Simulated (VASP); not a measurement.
Output of a VASP run:

### OSZICAR
```
       N       E                     dE             d eps       ncg     rms          rms(c)
DAV:   1     0.347075388813E+02    0.34708E+02   -0.71833E+03   576   0.114E+03
DAV:   2    -0.307318589275E+02   -0.65439E+02   -0.60697E+02   884   0.191E+02
DAV:   3    -0.337144827036E+02   -0.29826E+01   -0.29673E+01   760   0.395E+01
DAV:   4    -0.337490786765E+02   -0.34596E-01   -0.34579E-01   708   0.511E+00
DAV:   5    -0.337497019370E+02   -0.62326E-03   -0.62316E-03   744   0.639E-01    0.123E+01
DAV:   6    -0.302082348839E+02    0.35415E+01   -0.10597E+01   696   0.207E+01    0.546E+00
DAV:   7    -0.301232986294E+02    0.84936E-01   -0.89303E-01   736   0.627E+00    0.243E+00
DAV:   8    -0.301080465909E+02    0.15252E-01   -0.46584E-02   656   0.161E+00    0.537E-01
DAV:   9    -0.301073704225E+02    0.67617E-03   -0.63393E-03   708   0.612E-01    0.132E-01
DAV:  10    -0.301076400177E+02   -0.26960E-03   -0.73526E-04   668   0.195E-01    0.543E-02
DAV:  11    -0.301076532104E+02   -0.13193E-04   -0.11974E-04   684   0.848E-02    0.126E-02
DAV:  12    -0.301076544403E+02   -0.12299E-05   -0.43787E-06   692   0.170E-02    0.302E-03
DAV:  13    -0.301076548836E+02   -0.44326E-06   -0.22826E-07   416   0.411E-03
   1 F= -.30107655E+02 E0= -.30107655E+02  d E =-.301077E+02
```

### OUTCAR
```
------------------------ aborting loop because EDIFF is reached ----------------------------------------
  FORCE on cell =-STRESS in cart. coord.  units (eV):
  Direction    XX          YY          ZZ          XY          YZ          ZX
  --------------------------------------------------------------------------------------
  Total       -0.0041244     -0.0041244     -0.0118146      0.0000000      0.0000000      0.0000000
  in kB       -0.1572986     -0.1572987     -0.4505868      0.0000000      0.0000000      0.0000000
  external PRESSURE =      -0.2550614 kB  Pullay stress =       0.0000000 kB
  volume of cell :       42.01
      direct lattice vectors                 reciprocal lattice vectors
     3.091932169  0.000000000  0.000000000     0.323422360  0.186727968  0.000000000
    -1.545966085  2.677692071  0.000000000     0.000000000  0.373455936  0.000000000
     0.000000000  0.000000000  5.074118125     0.000000000  0.000000000  0.197078581
  FREE ENERGIE OF THE ION-ELECTRON SYSTEM (eV)
  ---------------------------------------------------
  free  energy   TOTEN  =       -30.1076548836 eV

  energy  without entropy=      -30.1076548836  energy(sigma->0) =      -30.10765488

 reached required accuracy - stopping structural energy minimisation
```
(Selected blocks of OUTCAR.)

### POSCAR
```
SiC
1
    3.0919321692     0.0000000000     0.0000000000
   -1.5459660846     2.6776920712    -0.0000000000
    0.0000000000     0.0000000000     5.0741181246
Si C
2 2
Direct
  0.3333330000   0.6666670000   0.4995877235
  0.6666670000   0.3333330000   0.9995877235
  0.3333330000   0.6666670000   0.8754122765
  0.6666670000   0.3333330000   0.3754122765
```

Task: Reconstruct the remaining input files.

Result: Several could match; the one computed here: the input of the run itself, PBE GGA, plane waves, VASP's PBE PAW potentials (set 64).

**KPOINTS**
```
Automatic mesh
0
Gamma
7 7 4
0 0 0
```

INCAR:
```
! general
SYSTEM  =  SiC
PREC    =  Accurate
ENCUT   =  500
LREAL   =  .False.
LASPH   =  .True.

! electronic loop
EDIFF   =  1E-6
NELM    =  100
ALGO    =  Normal

! smearing
ISMEAR  =  0
SIGMA   =  0.05

! functional
GGA     =  PE

! ions
IBRION  =  2
NSW     =  60
ISIF    =  3
EDIFFG  =  -0.02

! output
LWAVE   =  .False.
LCHARG  =  .False.
```

POTCAR, in this order: Si C (PBE.64 set). Program: vasp_std.

The structure comes from a computed database's SiC entry (P6_3mc); how it stands against other phases isn't given here. It was relaxed first. The start is the result of an earlier pass.
